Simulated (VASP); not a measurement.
Computed with PBE GGA, VASP's PBE PAW potentials (set 64) (plane waves; VASP 6.6.1).

A VASP calculation is set up with these files.

POSCAR:
```
PtSe2
1.0
  1.8650000000  -3.2302750000   0.0000000000
  1.8650000000   3.2302750000   0.0000000000
  0.0000000000   0.0000000000   5.0800000000
Pt Se
1 2
Cart
  0.0000000000   0.0000000000   0.0000000000
  1.8650000000   1.0767604869   1.2954000000
  1.8650000000  -1.0767604868   3.7846000000
```

KPOINTS:
```
Automatic mesh
0
Gamma
6 6 4
0 0 0
```

### INCAR
```
NELM  =  100
EDIFF  =  1E-6   ! SCF stop (eV)
GGA  =  PE   ! PBE
LASPH  =  .True.   ! aspherical one-centre terms
SIGMA  =  0.05   ! width (eV)
LMAXMIX  =  6   ! l cut-off of mixed one-centre charges
LREAL  =  .False.   ! projection in real space or not
LCHARG  =  .False.
SYSTEM  =  PtSe2
ISMEAR  =  0   ! Gaussian
ENCUT  =  300
ISIF  =  2   ! forces and stress, cell fixed
LWAVE  =  .False.
ALGO  =  Normal
PREC  =  Accurate
```

POTCAR, in this order: Pt Se (PBE.64 set). Program: vasp_std.

At this cut-off the stress carries a Pulay error, which pulls relaxed volumes low. Unless said otherwise, spin-orbit coupling is left out, though it shifts the bands of the heavy elements here.

Predict the energy per atom (σ→0), pressure, largest force, band gap (on the k-mesh).

```json
{
  "energy per atom (σ→0)": "-4.741 eV/atom",
  "band gap (on the k-mesh)": "none (metal, semimetal or under 0.01 eV)",
  "pressure": "4.63 GPa",
  "largest_force": "0.199 eV/Å"
}
```

File OSZICAR:
```
...
DAV:   7    -0.142448600614E+02    0.20180E+00   -0.95597E-01   727   0.103E+01    0.388E+00
DAV:   8    -0.142281194034E+02    0.16741E-01   -0.62064E-02   776   0.185E+00    0.884E-01
DAV:   9    -0.142254125280E+02    0.27069E-02   -0.93101E-03   832   0.103E+00    0.199E-01
DAV:  10    -0.142255728569E+02   -0.16033E-03   -0.11313E-03   818   0.296E-01    0.553E-02
DAV:  11    -0.142255789934E+02   -0.61365E-05   -0.16911E-04   867   0.135E-01    0.172E-02
DAV:  12    -0.142255786853E+02    0.30812E-06   -0.26390E-05   797   0.444E-02    0.641E-03
DAV:  13    -0.142255794297E+02   -0.74444E-06   -0.18578E-06   880   0.114E-02
   1 F= -.14225579E+02 E0= -.14224267E+02  d E =-.262458E-02
```

The compound is PtSe2 in the 1T layered structure. The cell was not relaxed at this level. The k-mesh is coarse (spacing up to 0.32 per Å, 2π included), so the numbers may not be converged in it. The run is one of a series of settings (ENCUT = 300 against the base run), some of them coarse on purpose.
